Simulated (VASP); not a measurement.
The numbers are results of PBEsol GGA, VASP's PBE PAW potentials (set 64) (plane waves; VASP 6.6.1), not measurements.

VASP input:

**POSCAR**
```
WAl
1
    2.8322472108     0.0000000000     0.0000000000
   -1.4161236054     2.4527980654     0.0000000000
   -0.0000000000     0.0000000000     8.7787045391
W Al
2 2
Direct
  0.0000000000   0.0000000000   0.0000000000
  0.0000000000   0.0000000000   0.5000000000
  0.3333330000   0.6666670000   0.2500000000
  0.6666670000   0.3333330000   0.7500000000
```

**KPOINTS**
```
K-points
0
Gamma
11 11 3
```

### INCAR
```
SYSTEM = WAl
PREC = Accurate
ENCUT = 400
EDIFF = 1E-6
NELM = 100
ALGO = Normal
LREAL = .FALSE.
LASPH = .TRUE.
ISMEAR = 1
SIGMA = 0.1
GGA = PS
LMAXMIX = 6
LWAVE = .FALSE.
LCHARG = .FALSE.
IBRION = 2
ISIF = 3
NSW = 60
EDIFFG = -0.02
```

POTCAR, in this order: W_sv Al (PBE.64 set). Program: vasp_std.

The run wrote:

### OSZICAR
```
       N       E                     dE             d eps       ncg     rms          rms(c)
DAV:   1     0.268514276209E+03    0.26851E+03   -0.15925E+04  1424   0.141E+03
DAV:   2    -0.259383834522E+02   -0.29445E+03   -0.28748E+03  1496   0.427E+02
DAV:   3    -0.372892841670E+02   -0.11351E+02   -0.10712E+02  1743   0.746E+01
DAV:   4    -0.375202204429E+02   -0.23094E+00   -0.22958E+00  1583   0.101E+01
DAV:   5    -0.375248615830E+02   -0.46411E-02   -0.46359E-02  1669   0.147E+00    0.289E+01
DAV:   6    -0.360450097565E+02    0.14799E+01   -0.51466E+00  1531   0.167E+01    0.974E+00
DAV:   7    -0.357710833601E+02    0.27393E+00   -0.48158E-01  1484   0.488E+00    0.239E+00
DAV:   8    -0.357424714876E+02    0.28612E-01   -0.51584E-02  1593   0.155E+00    0.470E-01
DAV:   9    -0.357382871393E+02    0.41843E-02   -0.34134E-03  1565   0.543E-01    0.129E-01
DAV:  10    -0.357381309340E+02    0.15621E-03   -0.45309E-04  1617   0.140E-01    0.672E-02
DAV:  11    -0.357381246979E+02    0.62361E-05   -0.58771E-05  1591   0.418E-02    0.116E-02
DAV:  12    -0.357381245909E+02    0.10702E-06   -0.63927E-06  1286   0.154E-02
   1 F= -.35738125E+02 E0= -.35736513E+02  d E =-.357381E+02
       N       E                     dE             d eps       ncg     rms          rms(c)
DAV:   1    -0.358263545388E+02   -0.88230E-01   -0.17277E+00  1417   0.130E+01    0.191E+00
DAV:   2    -0.357462678762E+02    0.80087E-01   -0.30144E-01  1501   0.396E+00    0.522E-01
DAV:   3    -0.357408918884E+02    0.53760E-02   -0.11965E-02  1541   0.773E-01    0.291E-01
DAV:   4    -0.357396284915E+02    0.12634E-02   -0.34183E-03  1483   0.341E-01    0.899E-02
DAV:   5    -0.357396046082E+02    0.23883E-04   -0.54389E-04  1600   0.190E-01    0.755E-02
DAV:   6    -0.357395770635E+02    0.27545E-04   -0.11562E-04  1598   0.766E-02    0.241E-02
DAV:   7    -0.357395770829E+02   -0.19360E-07   -0.32556E-06  1209   0.134E-02
   2 F= -.35739577E+02 E0= -.35738194E+02  d E =-.145249E-02
       N       E                     dE             d eps       ncg     rms          rms(c)
DAV:   1    -0.357566752345E+02   -0.17098E-01   -0.27990E-01  1417   0.522E+00    0.833E-01
DAV:   2    -0.357419934030E+02    0.14682E-01   -0.62951E-02  1485   0.174E+00    0.180E-01
DAV:   3    -0.357411969172E+02    0.79649E-03   -0.28931E-03  1460   0.298E-01    0.100E-01
DAV:   4    -0.357410207251E+02    0.17619E-03   -0.45788E-04  1569   0.141E-01    0.426E-02
DAV:   5    -0.357410214629E+02   -0.73782E-06   -0.39577E-05  1546   0.540E-02    0.298E-02
DAV:   6    -0.357410217950E+02   -0.33205E-06   -0.47046E-06  1243   0.148E-02
   3 F= -.35741022E+02 E0= -.35739525E+02  d E =-.289720E-02
       N       E                     dE             d eps       ncg     rms          rms(c)
DAV:   1    -0.357468442298E+02   -0.58228E-02   -0.16421E-01  1409   0.448E+00    0.833E-01
DAV:   2    -0.357418717898E+02    0.49724E-02   -0.10757E-02  1394   0.101E+00    0.214E-01
DAV:   3    -0.357409688184E+02    0.90297E-03   -0.24097E-03  1497   0.428E-01    0.120E-01
DAV:   4    -0.357409625919E+02    0.62265E-05   -0.95407E-05  1562   0.825E-02    0.359E-02
DAV:   5    -0.357409556770E+02    0.69149E-05   -0.69751E-05  1484   0.753E-02    0.117E-02
DAV:   6    -0.357409558079E+02   -0.13084E-06   -0.53223E-06  1282   0.216E-02
   4 F= -.35740956E+02 E0= -.35739511E+02  d E =0.659871E-04
       N       E                     dE             d eps       ncg     rms          rms(c)
DAV:   1    -0.357429285481E+02   -0.19729E-02   -0.47386E-02  1409   0.241E+00    0.445E-01
DAV:   2    -0.357414975603E+02    0.14310E-02   -0.31181E-03  1394   0.545E-01    0.115E-01
DAV:   3    -0.357412352231E+02    0.26234E-03   -0.70093E-04  1492   0.230E-01    0.641E-02
DAV:   4    -0.357412288545E+02    0.63686E-05   -0.27530E-05  1559   0.441E-02    0.184E-02
DAV:   5    -0.357412231877E+02    0.56668E-05   -0.20536E-05  1484   0.409E-02    0.662E-03
DAV:   6    -0.357412230271E+02    0.16062E-06   -0.14903E-06   878   0.119E-02
   5 F= -.35741223E+02 E0= -.35739749E+02  d E =-.201232E-03
```

### OUTCAR
```
------------------------ aborting loop because EDIFF is reached ----------------------------------------
  FORCE on cell =-STRESS in cart. coord.  units (eV):
  Direction    XX          YY          ZZ          XY          YZ          ZX
  --------------------------------------------------------------------------------------
  Total        0.0058400      0.0058400     -0.0115210      0.0000000      0.0000000      0.0000000
  in kB        0.1529205      0.1529205     -0.3016791      0.0000000      0.0000000      0.0000000
  external PRESSURE =       0.0013873 kB  Pullay stress =       0.0000000 kB
  volume of cell :       61.19
      direct lattice vectors                 reciprocal lattice vectors
     2.827665986  0.000000000  0.000000000     0.353648558  0.204179088  0.000000000
    -1.413832993  2.448830609 -0.000000000     0.000000000  0.408358176  0.000000000
    -0.000000000 -0.000000000  8.836248268     0.000000000  0.000000000  0.113170202
 POSITION                                       TOTAL-FORCE (eV/Angst)
 -----------------------------------------------------------------------------------
      0.00000      0.00000      0.00000        -0.000000     -0.000000      0.000000
     -0.00000     -0.00000      4.41812        -0.000000     -0.000000      0.000000
     -0.00000      1.63255      2.20906        -0.000000      0.000000     -0.000000
      1.41383      0.81628      6.62719         0.000000      0.000000      0.000000
 -----------------------------------------------------------------------------------
    total drift:                                0.000000     -0.000000     -0.000000
  FREE ENERGIE OF THE ION-ELECTRON SYSTEM (eV)
  ---------------------------------------------------
  free  energy   TOTEN  =       -35.7412230271 eV

  energy  without entropy=      -35.7368000361  energy(sigma->0) =      -35.73974870

 reached required accuracy - stopping structural energy minimisation
```
(Selected blocks of OUTCAR.)

### CONTCAR
```
WAl
   1.00000000000000
     2.8276659864559641    0.0000000000000000    0.0000000000000000
    -1.4138329932279821    2.4488306085870706   -0.0000000000000000
    -0.0000000000000000   -0.0000000000000000    8.8362482675643736
  W               Al
     2     2
Direct
     0.0000000000000000    0.0000000000000000    0.0000000000000000
     0.0000000000000000    0.0000000000000000    0.5000000000000000
     0.3333330000000032    0.6666669999999968    0.2500000000000000
     0.6666669999999968    0.3333330000000032    0.7500000000000000
```

The structure was generated: WAl was put into the NiAs type type (P6_3/mmc), which need not be its known phase. This run relaxes it. Symmetry was kept, so distortions that lower it aren't found. The start is the result of an earlier pass.
